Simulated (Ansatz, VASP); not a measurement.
# Cross-check of TiZnSe3 between VASP and Ansatz, part 2 of 2

Aim: how closely do two programs agree when they are given the same cell, functional and k mesh? The cell is generated by rule, not measured, and may not be a known phase. The two relaxations start from unlike cells of this crystal (the structure described is Ansatz's start), so only their ends are compared.

VASP 6.6.1 and Ansatz 0.2.0.

So far: The starting structure; Ansatz: relaxation of cell and atoms, PBE; VASP: relaxation of cell and atoms, PBE.

### Step 3. VASP: relaxation of cell and atoms, PBE (continued)

Level of this step: PBE, no spin polarisation; plane waves and PAW (Zn, Ti_sv, Se); invented cell (VASP).

Numbers of over 12 decimals in the logs are rounded to 6 here.

From OUTCAR (step 3):

```text
ion  position               nearest neighbor table
   1  0.000  0.697  0.000-   3 2.54   5 2.54   3 2.54   5 2.54
   2  0.500  0.465  0.500-   4 2.22   3 2.64   5 2.64   3 2.64   5 2.64
   3  0.500  0.611  0.000-   1 2.54   1 2.54   2 2.64   2 2.64
   4  0.500  0.104  0.500-   2 2.22
   5  0.000  0.611  0.500-   1 2.54   1 2.54   2 2.64   2 2.64

  LATTYP: Found a simple tetragonal cell.
 ALAT       =     4.9710337840
 C/A-ratio  =     1.2338597446

 Subroutine GETGRP returns: Found  8 space group operations
 (whereof  8 operations were pure point group operations)

The static configuration has the point symmetry C_4v.

 Found     75 irreducible k-points:

   k-points           NKPTS =     75   k-points in BZ     NKDIM =     75   number of bands    NBANDS=     27

   dimension x,y,z NGX =    36 NGY =   48 NGZ =   36
   dimension x,y,z NGXF=    72 NGYF=   96 NGZF=   72

   ENCUT  =  500.0 eV  36.75 Ry    6.06 a.u.   9.06 11.18  9.06*2*pi/ulx,y,z

   NELECT =      42.0000    total number of electrons

 k-points in reciprocal lattice and weights: Automatic mesh
   0.00000000  0.00000000  0.00000000       0.002
   0.12500000  0.00000000  0.00000000       0.008
   0.25000000  0.00000000  0.00000000       0.008
   0.37500000  0.00000000  0.00000000       0.008
   0.50000000  0.00000000  0.00000000       0.004
   0.00000000  0.12500000  0.00000000       0.004
   0.12500000  0.12500000  0.00000000       0.016
   0.25000000  0.12500000  0.00000000       0.016
   0.37500000  0.12500000  0.00000000       0.016
[...]
0.50000000  0.37500000  0.50000000       0.004
   0.50000000  0.50000000  0.50000000       0.002

 average (electrostatic) potential at core
       1 -38.5642       2 -80.3614       3 -56.9172       4 -56.0324       5 -56.9172

 E-fermi :   1.1519

 k-point     1 :       0.0000    0.0000    0.0000
  band No.  band energies     occupation
    ...
     18      -0.3857      2.00000
     19      -0.3857      2.00000
     20       0.1233      2.00000
     21       0.1233      2.00000
     22       0.6472      2.00209
     23       1.5476     -0.01713
     24       3.1749     -0.00000
     25       3.5451     -0.00000
     26       3.5451     -0.00000
     27       3.6952     -0.00000

 k-point     2 :       0.1250    0.0000    0.0000
  band No.  band energies     occupation
    ...
     17      -0.5574      2.00000
     18      -0.4202      2.00000
     19      -0.3685      2.00000
     20      -0.0093      2.00000
     21       0.0750      2.00000
     22       1.2435      0.30732
     23       1.6982     -0.00077
     24       2.8380     -0.00000
     25       3.5373     -0.00000
     26       3.5476     -0.00000
    ...

 k-point     3 :       0.2500    0.0000    0.0000
  band No.  band energies     occupation
    ...
     17      -0.9969      2.00000
     18      -0.5213      2.00000
     19      -0.3725      2.00000
     20      -0.1799      2.00000
     21       0.0445      2.00000
     22       1.9616     -0.00000
     23       2.2452     -0.00000
     24       2.4628     -0.00000
     25       3.3914     -0.00000
     26       3.5540     -0.00000
    ...

  Total        0.0220730      0.0006821      0.0220730     -0.0000000      0.0000000      0.0000000
  in kB        0.2282866      0.0070542      0.2282866     -0.0000000      0.0000000      0.0000000
  external PRESSURE =       0.1545424 kB  Pullay stress =       0.0000000 kB

  energy-cutoff  :      500.00
  volume of cell :      154.91
      direct lattice vectors                 reciprocal lattice vectors
     4.967290396 -0.000000000  0.000000000     0.201317000  0.000000000  0.000000000
    -0.000000000  6.278437399  0.000000000     0.000000000  0.159275300  0.000000000
     0.000000000  0.000000000  4.967290396     0.000000000  0.000000000  0.201317000

 POSITION                                       TOTAL-FORCE (eV/Angst)
 -----------------------------------------------------------------------------------
     -0.00000      4.35066      0.00000         0.000000     -0.000854      0.000000
      2.48365      2.91819      2.48365         0.000000      0.002005      0.000000
      2.48365      3.82290      0.00000         0.000000     -0.000708      0.000000
      2.48365      0.70429      2.48365         0.000000      0.000264      0.000000
     -0.00000      3.82290      2.48365        -0.000000     -0.000708      0.000000
 -----------------------------------------------------------------------------------
    total drift:                               -0.001383     -0.000464     -0.001386

  FREE ENERGIE OF THE ION-ELECTRON SYSTEM (eV)
  ---------------------------------------------------
  free  energy   TOTEN  =       -22.0984414940 eV

  energy  without entropy=      -22.1024968411  energy(sigma->0) =      -22.09979328

 reached required accuracy - stopping structural energy minimisation

 total charge
# of ion       s       p       d       tot
------------------------------------------
    1        0.527   0.312   9.792  10.631
    2        2.193   6.118   1.885  10.196
    3        1.454   2.400   0.024   3.877
    4        1.478   2.348   0.019   3.845
    5        1.454   2.400   0.024   3.877
--------------------------------------------------
tot          7.104  13.577  11.744  32.425

[... 3 further parts left out ...]
```

CONTCAR:

```
TiZnSe3
   1.00000000000000
     4.9672903959191972   -0.0000000000000000    0.0000000000000000
    -0.0000000000000000    6.2784373985321560    0.0000000000000000
     0.0000000000000000    0.0000000000000000    4.9672903959191972
  Zn              Ti              Se
     1     1     3
Direct
     0.0000000000000000    0.6929522040879679    0.0000000000000000
     0.5000001009000030    0.4647954991090099    0.5000001009000030
     0.5000001009000030    0.6088935173688357    0.0000000000000000
     0.5000001009000030    0.1121763906653478    0.5000001009000030
     0.0000000000000000    0.6088935173688357    0.5000001009000030
```

This run has no spin polarisation, so a moment on Ti, if there is one, isn't seen.

### Step 4. Side by side

Known differences besides the potentials themselves: the data sets hold 72 valence electrons in Ansatz (on its PAW soft_1 files) and 42 in VASP; the cutoff is 420 eV in Ansatz and 500 eV in VASP; Ansatz adds a Pulay correction to the stress that steers its cell, VASP none. Total energies have different zeros and are not compared.

Compared:

```
                                         quantity  Ansatz    VASP  difference
                                      volume (Å³)  155.36  154.91     +0.29 %
edge a after relaxation, in the typed setting (Å)   4.965   4.967     -0.05 %
edge b after relaxation, in the typed setting (Å)   6.303   6.278     +0.39 %
```

### Step 5. Summary of results

* difference in edge b after relaxation, in the typed setting (relaxation of cell and atoms, PBE): 0.39 %

In words: The difference in edge b after relaxation, in the typed setting is 0.39 % (relaxation of cell and atoms, PBE), within the 1.2 % picked in this series as the mark of a large difference, as far as the stopping tolerances let one tell. The data sets hold unlike numbers of valence electrons (72 in Ansatz and 42 in VASP), so part of the differences comes from the potentials. How closely two codes agree says nothing of how well the functional describes the real material.

[Lines on the potential files, build, host, timing and source positions are cut from VASP's logs without a mark.]

[Logs are printed without paths, hosts, clocks, repeated set-up lines and the standing remarks that a program may print on its own settings, such as how far it seeks lower states.]

[Hosts, paths, dates, database ids (printed as entryN), source tags and the programs' standing remarks are cut or masked in the printed files.]
